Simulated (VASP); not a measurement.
Here is the system:

```xyz
4
Lattice="-1.9281 1.9281 3.9318 1.9281 -1.9281 3.9318 1.9281 1.9281 -3.9318" Properties=species:S:1:pos:R:3 pbc="T T T"
Tc     0.0000     0.0000     0.0000
Pt     0.0000     1.9281     1.9659
Pt     1.9281     0.0000     1.9659
Pt     0.1500     0.0000     3.9318
```

Method: PBEsol GGA, VASP's PBE PAW potentials (set 64) (plane waves; VASP). Run with 480 eV cut-off, 10×10×10 Γ-centred mesh, first-order Methfessel-Paxton smearing of 0.10 eV, potentials Tc_pv Pt.

Q: Give the force on each atom (eV/Å).

A: 
| atom | Fx | Fy | Fz |
|---|---|---|---|
| Tc1 | 0.536 | 0.000 | 0.000 |
| Pt2 | 0.643 | 0.000 | 0.199 |
| Pt3 | 0.643 | 0.000 | -0.199 |
| Pt4 | -1.823 | 0.000 | 0.000 |

Q: Give the stress tensor in GPa (positive for a compressed cell).

A: 
```
2.24  0.00  0.00
0.00  1.43  0.00
0.00  0.00  2.05
```
The pressure is its mean diagonal, 1.91 GPa.

The structure comes from a computed database's TcPt3 entry (I4/mmm); how it stands against other phases isn't given here. This cell was strained or had an atom moved on purpose. The electron count is odd and the run is not spin-polarised, which forces a metal.
